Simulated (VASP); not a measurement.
These are PW91 GGA, VASP's PBE PAW potentials (set 64) (plane waves; VASP) values and carry that method's errors.

Input for VASP

### INCAR
```
! general
SYSTEM =CuAu
PREC   =Accurate
ENCUT  =520
LREAL  =.FALSE.
LASPH  =.TRUE.

! electronic loop
EDIFF  =1E-7
NELM   =100
ALGO   =Normal
LMAXMIX=6

! smearing
ISMEAR =1
SIGMA  =0.1

! functional
GGA    =91

! ions
IBRION =2
NSW    =30
ISIF   =4
EDIFFG =-0.01

! output
LWAVE  =.FALSE.
LCHARG =.FALSE.
```

**KPOINTS**
```
Automatic mesh
0
Gamma
13 13 10
0 0 0
```

**POSCAR**
```
CuAu
1.0
  2.7877576973   0.0000000000   0.0000000000
  0.0000000000   2.7877576973   0.0000000000
  0.0000000000   0.0000000000   3.6523833104
Cu Au
1 1
Cartesian
  0.0000000000   2.7877576973   0.0000000000
  1.3938788487   1.3938788487   1.8261916552
```

POTCAR, in this order: Cu Au (PBE.64 set). Program: vasp_std.

Unless said otherwise, spin-orbit coupling is left out, though it shifts the bands of the heavy elements here.

**Question.** Predict the energy per atom (σ→0), band gap (on the k-mesh).

**Answer.** 
* **energy per atom (σ→0)**: -3.519 eV/atom
* **band gap (on the k-mesh)**: none (metal, semimetal or under 0.01 eV)

### OSZICAR
```
...
       N       E                     dE             d eps       ncg     rms          rms(c)
DAV:   1    -0.703836564178E+01   -0.10595E-03   -0.42836E-03  5607   0.629E-01    0.601E-02
DAV:   2    -0.703831212209E+01    0.53520E-04   -0.80168E-05  7534   0.249E-01    0.359E-02
DAV:   3    -0.703829314334E+01    0.18979E-04   -0.78946E-05  6262   0.308E-01    0.254E-02
DAV:   4    -0.703828328608E+01    0.98573E-05   -0.39985E-05  6504   0.217E-01    0.424E-03
DAV:   5    -0.703828337787E+01   -0.91786E-07   -0.14395E-06  5611   0.131E-02    0.275E-03
DAV:   6    -0.703828337926E+01   -0.13924E-08   -0.10829E-07  3437   0.939E-03
   2 F= -.70382834E+01 E0= -.70383311E+01  d E =-.236315E-04
```

The compound is CuAu in the L1_0 structure. This cell is one point of a volume scan, at 0.94 of the reference volume. Symmetry was kept, so distortions that lower it aren't found.
